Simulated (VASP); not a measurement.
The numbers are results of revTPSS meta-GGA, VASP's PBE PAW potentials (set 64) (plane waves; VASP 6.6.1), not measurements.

A VASP calculation is set up with these files.

### POSCAR
```
V
1.0
 -1.4973239947   1.4973239947   1.4973239947
  1.4973239947  -1.4973239947   1.4973239947
  1.4973239947   1.4973239947  -1.4973239947
V
1
Cart
  0.0000000000   0.0000000000   0.0000000000
```

File KPOINTS:
```
Automatic mesh
0
Gamma
17 17 17
0 0 0
```

### INCAR
```
ALGO = Normal
EDIFF = 1E-7
ENCUT = 520
ISIF = 2
ISMEAR = 1
LASPH = .True.
LCHARG = .False.
LMAXMIX = 4
LMIXTAU = .True.
LREAL = .False.
LWAVE = .False.
METAGGA = RTPSS
NELM = 100
PREC = Accurate
SIGMA = 0.1
SYSTEM = V
```

POTCAR, in this order: V_sv (PBE.64 set). Program: vasp_std.

Task: Predict the energy per atom (σ→0), pressure, band gap (on the k-mesh).

Result: 
```yaml
energy per atom (σ→0): -8.187 eV/atom
band gap (on the k-mesh): none (metal, semimetal or under 0.01 eV)
pressure: -5.13 GPa
```

File OSZICAR:
```
...
DAV:  15    -0.818712804661E+01    0.11389E-04   -0.48225E-06  3344   0.377E-02    0.568E-02
DAV:  16    -0.818712147079E+01    0.65758E-05   -0.22527E-05  3300   0.862E-02    0.195E-02
DAV:  17    -0.818711929706E+01    0.21737E-05   -0.29013E-06  3304   0.312E-02    0.389E-03
DAV:  18    -0.818712088590E+01   -0.15888E-05   -0.15941E-07  1774   0.686E-03    0.920E-04
DAV:  19    -0.818711958418E+01    0.13017E-05   -0.24836E-08  1650   0.305E-03    0.227E-04
DAV:  20    -0.818712001934E+01   -0.43516E-06   -0.38788E-09  1650   0.122E-03    0.288E-05
DAV:  21    -0.818712000192E+01    0.17421E-07   -0.56872E-10  1650   0.458E-04
   1 F= -.81871200E+01 E0= -.81868563E+01  d E =-.791177E-03
```

The compound is V in the bcc structure. This cell is one point of a volume scan, at 1.03 of the reference volume. The run is not spin-polarised, so no magnetic state was tried.
